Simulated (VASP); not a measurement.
# MgCd2Te3 (P3m1) in VASP: a series of runs

Aim: see how the results for MgCd2Te3 move with the level of theory and the settings. Levels: PBE, r2SCAN. Tasks: relaxation of cell and atoms, single point.

All numbers are computed with VASP 6.6.1; they aren't measurements. Logs are shortened: lines on timing, memory, paths and dates and some standing lists are left out, and cuts for length are marked.

### Step 1. Starting point

The structure is trigonal, space group P3m1 (No. 156). Conventional cell: a = 4.676 Å, b = 4.676 Å, c = 11.372 Å, α = 90.00°, β = 90.00°, γ = 120.00°. Around Mg (site symmetry 3m) lie 4 Te at 2.81 to 2.84 Å. Cd (site symmetry 3m) is surrounded by 4 Te at 2.84 to 2.87 Å. Around Cd (site symmetry 3m) lie 4 Te at 2.86 to 2.88 Å. Te (site symmetry 3m) is surrounded by 1 Mg at 2.81 Å and 3 Cd at 2.87 Å. Te (site symmetry 3m) is surrounded by 3 Mg at 2.84 Å and 1 Cd at 2.88 Å. Around Te (site symmetry 3m) lie 4 Cd at 2.84 to 2.86 Å.

The cell was built by a generator and needn't be a form met in nature.

### Step 2. Relaxation of cell and atoms, PBE

Contents of INCAR:

```
SYSTEM = MgCd2Te3
PREC = Accurate
ENCUT = 520
EDIFF = 1E-6
ISMEAR = 0
SIGMA = 0.03
LREAL = .False.
LASPH = .True.
NELM = 120
ALGO = Normal
ISIF = 3
LWAVE = .False.
LCHARG = .False.
GGA = PE
IBRION = 2
NSW = 90
EDIFFG = -0.01
KPAR = 4
```

Contents of KPOINTS:

```
Automatic mesh
0
Gamma
  6 6 2
  0 0 0
```

Contents of POSCAR:

```
MgCd2Te3
1.0
    4.6757684300      0.0000000000      0.0000000000
   -2.3378842200      4.0493342500      0.0000000000
    0.0000000000      0.0000000000     11.3720000000
Mg Cd Te
1 2 3
Direct
    0.0000000000      0.0000000000      0.2508793500
    0.6666666700      0.3333333300      0.9168132300
    0.3333333300      0.6666666700      0.5826591600
    0.0000000000      0.0000000000      0.0035174100
    0.3333333300      0.6666666700      0.3293176200
    0.6666666700      0.3333333300      0.6667252900
```

Potentials or basis: VASP PAW PBE potentials, release 64 (Mg, Cd, Te).

On the command line:

```
> cat potpaw_PBE.64/Mg/POTCAR potpaw_PBE.64/Cd/POTCAR potpaw_PBE.64/Te/POTCAR > POTCAR
> mpirun -np 4 vasp_std > vasp.out
```

OUTCAR:

```text
SYSTEM = MgCd2Te3
   PREC = Accurate
   ENCUT = 520
   EDIFF = 1E-6
   ISMEAR = 0
   LREAL = .False.
   LASPH = .True.
   NELM = 120
   ISIF = 3
   GGA = PE
   IBRION = 2
   NSW = 90
   EDIFFG = -0.01

 ion  position               nearest neighbor table
   1  0.000  0.000  0.251-   4 2.81   5 2.84   5 2.84   5 2.84
   2  0.667  0.333  0.917-   6 2.84   4 2.87   4 2.87   4 2.87
   3  0.333  0.667  0.583-   6 2.86   6 2.86   6 2.86   5 2.88
   4  0.000  0.000  0.004-   1 2.81   2 2.87   2 2.87   2 2.87
   5  0.333  0.667  0.329-   1 2.84   1 2.84   1 2.84   3 2.88
   6  0.667  0.333  0.667-   2 2.84   3 2.86   3 2.86   3 2.86

  LATTYP: Found a hexagonal cell.
 ALAT       =     4.6757684300
 C/A-ratio  =     2.4321136023

  Lattice vectors:

 A1 = (   4.6757684300,   0.0000000000,   0.0000000000)
 A2 = (  -2.3378842200,   4.0493342500,   0.0000000000)
 A3 = (   0.0000000000,   0.0000000000,  11.3720000000)

Analysis of symmetry for initial positions (statically):
=====================================================================
 Subroutine PRICEL returns:
 Original cell was already a primitive cell.

 Routine SETGRP: Setting up the symmetry group for a
 hexagonal supercell.

 Subroutine GETGRP returns: Found  6 space group operations
 (whereof  6 operations were pure point group operations)
 out of a pool of 24 trial point group operations.

The static configuration has the point symmetry C_3v.

Analysis of symmetry for dynamics (positions and initial velocities):
=====================================================================
 Subroutine PRICEL returns:
 Original cell was already a primitive cell.

 Routine SETGRP: Setting up the symmetry group for a
 hexagonal supercell.

 Subroutine GETGRP returns: Found  6 space group operations
 (whereof  6 operations were pure point group operations)
 out of a pool of 24 trial point group operations.

The dynamic configuration has the point symmetry C_3v.

 Subroutine INISYM returns: Found  6 space group operations
 (whereof  6 operations are pure point group operations),
 and found     1 'primitive' translations

----------------------------------------------------------------------------------------

                                     Primitive cell

  volume of cell :     215.3146

  direct lattice vectors                    reciprocal lattice vectors
     4.675768430  0.000000000  0.000000000     0.213868590  0.123477088  0.000000000
    -2.337884220  4.049334250  0.000000000     0.000000000  0.246954175  0.000000000
     0.000000000  0.000000000 11.372000000     0.000000000  0.000000000  0.087935280

  length of vectors
     4.675768430  4.675768439 11.372000000     0.246954176  0.246954175  0.087935280

  position of ions in fractional coordinates (direct lattice)
     0.000000000  0.000000000  0.250879350
     0.666666670  0.333333330  0.916813230
     0.333333330  0.666666670  0.582659160
     0.000000000  0.000000000  0.003517410
     0.333333330  0.666666670  0.329317620
     0.666666670  0.333333330  0.666725290

  ion indices of the primitive-cell ions
   primitive index   ion index
                 1           1
                 2           2
                 3           3
                 4           4
                 5           5
                 6           6

----------------------------------------------------------------------------------------

 KPOINTS: Automatic mesh

Automatic generation of k-mesh.
 Grid dimensions read from file:
 generate k-points for:    6    6    2

 Generating k-lattice:

  Cartesian coordinates                     Fractional coordinates (reciprocal lattice)
     0.035644765  0.020579515  0.000000000     0.166666667 -0.000000000  0.000000000
     0.000000000  0.041159029  0.000000000     0.000000000  0.166666667  0.000000000
     0.000000000  0.000000000  0.043967640     0.000000000  0.000000000  0.500000000

  Length of vectors
     0.041159029  0.041159029  0.043967640

  Shift w.r.t. Gamma in fractional coordinates (k-lattice)
     0.000000000  0.000000000  0.000000000

 Subroutine IBZKPT returns following result:
 ===========================================

 Found     14 irreducible k-points:

 Following reciprocal coordinates:
            Coordinates               Weight
  0.000000  0.000000  0.000000      1.000000
  0.166667 -0.000000  0.000000      6.000000
  0.333333 -0.000000  0.000000      6.000000
  0.500000  0.000000  0.000000      3.000000
  0.166667  0.166667  0.000000      6.000000
  0.333333  0.166667  0.000000     12.000000
  0.333333  0.333333  0.000000      2.000000
  0.000000  0.000000  0.500000      1.000000
  0.166667 -0.000000  0.500000      6.000000
  0.333333 -0.000000  0.500000      6.000000
  0.500000  0.000000  0.500000      3.000000
  0.166667  0.166667  0.500000      6.000000
  0.333333  0.166667  0.500000     12.000000
  0.333333  0.333333  0.500000      2.000000
   k-points           NKPTS =     14   k-points in BZ     NKDIM =     14   number of bands    NBANDS=     26
   number of dos      NEDOS =    301   number of ions     NIONS =      6
   total plane-waves  NPLWV = 116640
   dimension x,y,z NGX =    36 NGY =   36 NGZ =   90
   dimension x,y,z NGXF=    72 NGYF=   72 NGZF=  180
   ions per type =               1   2   3
   NGX,Y,Z   is equivalent  to a cutoff of  12.80, 12.80, 13.16 a.u.
   NGXF,Y,Z  is equivalent  to a cutoff of  25.60, 25.60, 26.31 a.u.
 SYSTEM =  MgCd2Te3
   PREC   = accura    normal or accurate (medium, high low for compatibility)
   ISTART =      0    job   : 0-new  1-cont  2-samecut
   ICHARG =      2    charge: 1-file 2-atom 10-const
   ISPIN  =      1    spin polarized calculation?
   LNONCOLLINEAR =      F non collinear calculations
   LSORBIT =      F    spin-orbit coupling
   LASPH  =      T    aspherical Exc in radial PAW
   ENCUT  =  520.0 eV  38.22 Ry    6.18 a.u.   8.69  8.69 21.14*2*pi/ulx,y,z
   NELM   =    120;   NELMIN=  2; NELMDL= -5     # of ELM steps
   EDIFF  = 0.1E-05   stopping-criterion for ELM
   LREAL  =      F    real-space projection
   EDIFFG = -.1E-01   stopping-criterion for IOM
   NSW    =     90    number of steps for IOM
   IBRION =      2    ionic relax: 0-MD 1-quasi-New 2-CG
   NFREE  =      1    steps in history (QN), initial steepest desc. (CG)
   ISIF   =      3    stress and relaxation
   ISYM   =      2    0-nonsym 1-usesym 2-fastsym
   POTIM  = 0.5000    time-step for ionic-motion
   TEBEG  =    0.0;   TEEND  =   0.0 temperature during run
   PSTRESS=    0.0 pullay stress
   NELECT =      44.0000    total number of electrons
   NUPDOWN=      -1.0000    fix difference up-down
   EMIN   =  10.00;   EMAX   =-10.00  energy-range for DOS
   EFERMI =   0.00;   METHOD = LEGACY
   ISMEAR =     0;   SIGMA  =   0.03  broadening in eV -4-tet -1-fermi 0-gaus
   EFERMI_NEDOS =   21; number of points for ismear=-14 and -15
   IALGO  =     38    algorithm
   IMIX   =      4    mixing-type and parameters
     AMIX     =   0.40;   BMIX     =  1.00
     AMIX_MAG =   1.60;   BMIX_MAG =  1.00
  volume/ion in A,a.u.               =      35.89       242.17
  Fermi-wavevector in a.u.,A,eV,Ry     =   0.964276  1.822217 12.651073  0.929828
  Thomas-Fermi vector in A             =   2.093893
   LORBIT       =      0    0 simple, 1 ext, 2 COOP (PROOUT), +10 PAW based schemes
   GGA     = PE    functional components
   LHFCALC =     F    Hartree Fock is set to
   AEXX    =    0.0000 exact exchange contribution
   IVDW    =     0    specifies the selected vdW correction
   LEPSILON=     F    determine dielectric tensor
   LRPA    =     F    only Hartree local field effects (RPA)
 conjugate gradient relaxation of ions
 non-spin polarized calculation
 Gauss-broadening in eV      SIGMA  =   0.03
  energy-cutoff  :      520.00
  volume of cell :      215.31
 maximum number of plane-waves:      5824
 NGX is ok and might be reduce to    36
   NGX = 17   NGY = 17   NGZ = 43

--------------------------------------- Ionic step        1  -------------------------------------------

 number of electron      43.9999999 magnetization

 Free energy of the ion-electron system (eV)
  ---------------------------------------------------
  ext. energy  EPLUGINS =         0.00000000
  ---------------------------------------------------
  free energy    TOTEN  =       -16.00789391 eV

  energy without entropy =      -16.00789391  energy(sigma->0) =      -16.00789391

------------------------ aborting loop because EDIFF is reached ----------------------------------------

  FORCE on cell =-STRESS in cart. coord.  units (eV):
  Direction    XX          YY          ZZ          XY          YZ          ZX
  --------------------------------------------------------------------------------------
  -------------------------------------------------------------------------------------
  Total       -0.3549264     -0.3549264      0.0657548      0.0000000      0.0000000      0.0000000
  in kB       -2.6410426     -2.6410427      0.4892882      0.0000000      0.0000000      0.0000000
  external PRESSURE =      -1.5975990 kB  Pullay stress =       0.0000000 kB
[... 101 lines left out ...]
  FREE ENERGIE OF THE ION-ELECTRON SYSTEM (eV)
  ---------------------------------------------------
  free  energy   TOTEN  =       -16.0097928238 eV

  energy  without entropy=      -16.0097928238  energy(sigma->0) =      -16.00979282

[... ionic steps 4 to 8 ...]

--------------------------------------- Ionic step        9  -------------------------------------------

 number of electron      44.0000006 magnetization

------------------------ aborting loop because EDIFF is reached ----------------------------------------

  FORCE on cell =-STRESS in cart. coord.  units (eV):
  Direction    XX          YY          ZZ          XY          YZ          ZX
  --------------------------------------------------------------------------------------
  -------------------------------------------------------------------------------------
  Total       -0.0027378     -0.0027378      0.0444707      0.0000000      0.0000000     -0.0000000
  in kB       -0.0204774     -0.0204774      0.3326187      0.0000000      0.0000000     -0.0000000
  external PRESSURE =       0.0972213 kB  Pullay stress =       0.0000000 kB
[... 65 lines left out ...]
  energy  without entropy=      -16.0106109119  energy(sigma->0) =      -16.01061091

--------------------------------------- Ionic step       11  -------------------------------------------

 number of electron      44.0000006 magnetization

 Free energy of the ion-electron system (eV)
  ---------------------------------------------------
  ext. energy  EPLUGINS =         0.00000000
  ---------------------------------------------------
  free energy    TOTEN  =       -16.01062630 eV

  energy without entropy =      -16.01062630  energy(sigma->0) =      -16.01062630

 E-fermi :   2.0081     XC(G=0):  -8.1265

 val. band max:        1.8374066959   @ k =   0.0000   0.0000   0.0000
 cond. band min:       2.8206556131   @ k =   0.0000   0.0000   0.0000
 fundamental gap:      0.9832489173
 Fermi energy:         2.0080865190

 k-point     1 :       0.0000    0.0000    0.0000
  band No.  band energies     occupation
      1      -8.8416      2.00000
      2      -8.6048      2.00000
      3      -8.4254      2.00000
      4      -6.1386      2.00000
      5      -6.1386      2.00000
      6      -6.1085      2.00000
[... 428 lines left out ...]
  FREE ENERGIE OF THE ION-ELECTRON SYSTEM (eV)
  ---------------------------------------------------
  free  energy   TOTEN  =       -16.0106263023 eV

  energy  without entropy=      -16.0106263023  energy(sigma->0) =      -16.01062630

 reached required accuracy - stopping structural energy minimisation
```

Run time: 3.3 min. Hardware: 4 MPI ranks of Intel Xeon Platinum 8259CL at 2.50GHz (Skylake/Cascade Lake), shared host; peak memory 0.41 GiB.

Results:

| Quantity | Value |
| --- | --- |
| Free energy | -16.0106 eV |
| Relaxed volume | 35.71 Å³/atom |
| Relaxed cell | a = 4.661 Å, b = 4.661 Å, c = 11.386 Å, α = 90.00°, β = 90.00°, γ = 120.00° |
| Space group after relaxing (to 0.05 Å) | P3m1 (No. 156) |
| Energy gained by relaxing | 0.5 meV/atom |
| Ionic steps | 11 |
| Pressure after relaxing | 0.0 GPa |
| Band gap on the k mesh | 0.98 eV, direct |

Step by step:
| step | energy change (eV) | largest force (eV/Å) | pressure (GPa) | volume (Å³) |
| --- | --- | --- | --- | --- |
| 1 | 0.0000 | 0.0989 | -0.16 | 215.31 |
| 2 | -0.0018 | 0.0666 | 0.03 | 214.20 |
| 3 | -0.0019 | 0.0673 | 0.04 | 214.05 |
| 4 | -0.0019 | 0.0681 | 0.09 | 213.74 |
| 5 | -0.0019 | 0.0672 | 0.06 | 213.97 |
| 6 | -0.0023 | 0.0493 | 0.02 | 214.19 |
| 7 | -0.0024 | 0.0333 | -0.04 | 214.53 |
| 8 | -0.0026 | 0.0235 | -0.01 | 214.32 |
| 9 | -0.0026 | 0.0272 | 0.01 | 214.21 |
| 10 | -0.0027 | 0.0120 | 0.00 | 214.23 |
| 11 | -0.0027 | 0.0020 | 0.00 | 214.24 |

Final structure:
```yaml
crystal:
  lattice:
    - [4.66121, 0.00000, 0.00000]
    - [-2.33060, 4.03673, 0.00000]
    - [0.00000, 0.00000, 11.38609]
  atoms:
    - { symbol: Mg, position: [0.00000, 0.00000, 0.25170] }
    - { symbol: Cd, position: [0.66667, 0.33333, 0.91803] }
    - { symbol: Cd, position: [0.33333, 0.66667, 0.58087] }
    - { symbol: Te, position: [0.00000, 0.00000, 0.00401] }
    - { symbol: Te, position: [0.33333, 0.66667, 0.32874] }
    - { symbol: Te, position: [0.66667, 0.33333, 0.66656] }
```

Levels at points of the mesh, in eV from the valence-band top:
```csv
k point,band 19,band 20,band 21,band 22,band 23,band 24,band 25,band 26
"(0.00, 0.00, 0.00)",-0.41,-0.07,0.00,0.00,0.98,2.02,2.58,4.80
"(0.50, 0.00, 0.00)",-1.48,-1.34,-1.00,-0.85,2.65,2.72,2.84,3.32
"(0.00, 0.00, 0.50)",-0.31,-0.31,-0.07,-0.07,1.82,1.90,2.63,4.69
"(0.50, 0.00, 0.50)",-1.44,-1.32,-0.66,-0.65,2.04,2.94,3.04,3.77
```

Caveat: spin-orbit coupling is left out, which moves the levels of the heavy elements.

(Continued in part 2 of 2.)
